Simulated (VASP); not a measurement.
Computed with MS2 meta-GGA, VASP's PBE PAW potentials (set 64) (plane waves; VASP).

Input for VASP

INCAR:
```
ALGO = Normal
EDIFF = 1E-7
ENCUT = 520
ISIF = 2
ISMEAR = 0
LASPH = .True.
LCHARG = .False.
LMAXMIX = 4
LMIXTAU = .True.
LREAL = .False.
LWAVE = .False.
METAGGA = MS2
NELM = 100
PREC = Accurate
SIGMA = 0.05
SYSTEM = GaAs
```

File KPOINTS:
```
Automatic mesh
0
Gamma
8 8 8
0 0 0
```

### POSCAR
```
GaAs
1
    0.0000000000     2.7985664866     2.7985664866
    2.7985664866     0.0000000000     2.7985664866
    2.7985664866     2.7985664866     0.0000000000
Ga As
1 1
Direct
  0.0000000000   0.0000000000   0.0000000000
  0.2500000000   0.2500000000   0.2500000000
```

POTCAR, in this order: Ga_d As (PBE.64 set). Program: vasp_std.

Output

**OUTCAR**
```
 ion  position               nearest neighbor table
   1  0.000  0.000  0.000-   2 2.42   2 2.42   2 2.42   2 2.42
   2  0.250  0.250  0.250-   1 2.42   1 2.42   1 2.42   1 2.42
  LATTYP: Found a face centered cubic cell.
 ALAT       =     5.5971329732
 Subroutine PRICEL returns:
 Original cell was already a primitive cell.
 Subroutine GETGRP returns: Found 24 space group operations
The static configuration has the point symmetry T_d .
The dynamic configuration has the point symmetry T_d .
 Subroutine INISYM returns: Found 24 space group operations
 Subroutine IBZKPT returns following result:
 Found     29 irreducible k-points:

 Following reciprocal coordinates:
            Coordinates               Weight
  0.000000  0.000000  0.000000      1.000000
  0.125000  0.000000  0.000000      8.000000
  0.250000  0.000000  0.000000      8.000000
  0.375000  0.000000  0.000000      8.000000
  0.500000  0.000000  0.000000      4.000000
  0.125000  0.125000  0.000000      6.000000
  0.250000  0.125000  0.000000     24.000000
  0.375000  0.125000  0.000000     24.000000
  0.500000  0.125000  0.000000     24.000000
 -0.375000  0.125000  0.000000     24.000000
 -0.250000  0.125000  0.000000     24.000000
 -0.125000  0.125000  0.000000     12.000000
  0.250000  0.250000  0.000000      6.000000
  0.375000  0.250000  0.000000     24.000000
  0.500000  0.250000  0.000000     24.000000
 -0.375000  0.250000  0.000000     24.000000
 -0.250000  0.250000  0.000000     12.000000
  0.375000  0.375000  0.000000      6.000000
  0.500000  0.375000  0.000000     24.000000
 -0.375000  0.375000  0.000000     12.000000
  0.500000  0.500000  0.000000      3.000000
  0.375000  0.250000  0.125000     24.000000
  0.500000  0.250000  0.125000     48.000000
 -0.375000  0.250000  0.125000     24.000000
...
```

File OSZICAR:
```
       N       E                     dE             d eps       ncg     rms          rms(c)
DAV:   1     0.596914217432E+02    0.59691E+02   -0.84325E+03   786   0.174E+03
DAV:   2    -0.143399338426E+02   -0.74031E+02   -0.71670E+02   799   0.286E+02
DAV:   3    -0.192287495220E+02   -0.48888E+01   -0.47927E+01   949   0.645E+01
DAV:   4    -0.192997419460E+02   -0.70992E-01   -0.70970E-01   841   0.866E+00
DAV:   5    -0.193006615959E+02   -0.91965E-03   -0.91960E-03   924   0.902E-01    0.398E+00
DAV:   6    -0.106888593034E+02    0.86118E+01   -0.53909E+00   912   0.485E+01    0.162E+00
DAV:   7    -0.105902225209E+02    0.98637E-01   -0.31095E-01   888   0.966E+00    0.121E+00
DAV:   8    -0.105442131304E+02    0.46009E-01   -0.56638E-01   754   0.875E+00    0.488E-01
DAV:   9    -0.107002373521E+02   -0.15602E+00   -0.20012E-01   754   0.563E+00    0.188E-01
DAV:  10    -0.107036029898E+02   -0.33656E-02   -0.48312E-02   829   0.315E+00    0.199E-01
DAV:  11    -0.107023659554E+02    0.12370E-02   -0.44149E-03   779   0.806E-01    0.614E-02
DAV:  12    -0.107040011082E+02   -0.16352E-02   -0.19590E-03   814   0.479E-01    0.323E-02
DAV:  13    -0.107040265079E+02   -0.25400E-04   -0.16666E-04   924   0.180E-01    0.214E-02
DAV:  14    -0.107040269664E+02   -0.45851E-06   -0.59775E-06   814   0.289E-02    0.219E-02
DAV:  15    -0.107040357909E+02   -0.88245E-05   -0.34781E-04   834   0.251E-01    0.104E-02
DAV:  16    -0.107040464608E+02   -0.10670E-04   -0.13443E-05   764   0.437E-02    0.862E-03
DAV:  17    -0.107040504353E+02   -0.39745E-05   -0.28326E-06   892   0.268E-02    0.522E-03
DAV:  18    -0.107040696232E+02   -0.19188E-04   -0.36048E-06   784   0.316E-02    0.117E-03
DAV:  19    -0.107040699359E+02   -0.31266E-06   -0.32709E-07   844   0.647E-03    0.127E-03
DAV:  20    -0.107040696105E+02    0.32532E-06   -0.23111E-07   764   0.560E-03    0.341E-04
DAV:  21    -0.107040698504E+02   -0.23988E-06   -0.11533E-07   562   0.425E-03    0.132E-04
DAV:  22    -0.107040700666E+02   -0.21621E-06   -0.71226E-09   392   0.158E-03    0.123E-04
DAV:  23    -0.107040699301E+02    0.13651E-06   -0.77093E-09   382   0.186E-03    0.728E-05
DAV:  24    -0.107040700232E+02   -0.93079E-07   -0.27372E-09   377   0.103E-03
   1 F= -.10704070E+02 E0= -.10704070E+02  d E =-.160930E-14
```

OUTCAR:
```
------------------------ aborting loop because EDIFF is reached ----------------------------------------
  FORCE on cell =-STRESS in cart. coord.  units (eV):
  Direction    XX          YY          ZZ          XY          YZ          ZX
  --------------------------------------------------------------------------------------
  Total        0.6223965      0.6223965      0.6223965      0.0000000     -0.0000000      0.0000000
  in kB       22.7478754     22.7478754     22.7478754      0.0000000     -0.0000000      0.0000000
  external PRESSURE =      22.7478754 kB  Pullay stress =       0.0000000 kB
  volume of cell :       43.84
      direct lattice vectors                 reciprocal lattice vectors
     0.000000000  2.798566487  2.798566487    -0.178662898  0.178662898  0.178662898
     2.798566487  0.000000000  2.798566487     0.178662898 -0.178662898  0.178662898
     2.798566487  2.798566487  0.000000000     0.178662898  0.178662898 -0.178662898
  FREE ENERGIE OF THE ION-ELECTRON SYSTEM (eV)
  ---------------------------------------------------
  free  energy   TOTEN  =       -10.7040700232 eV

  energy  without entropy=      -10.7040700232  energy(sigma->0) =      -10.70407002
```
(Selected blocks of OUTCAR.)

The compound is GaAs in the zinc blende structure. This cell is one point of a volume scan, at 0.97 of the reference volume.
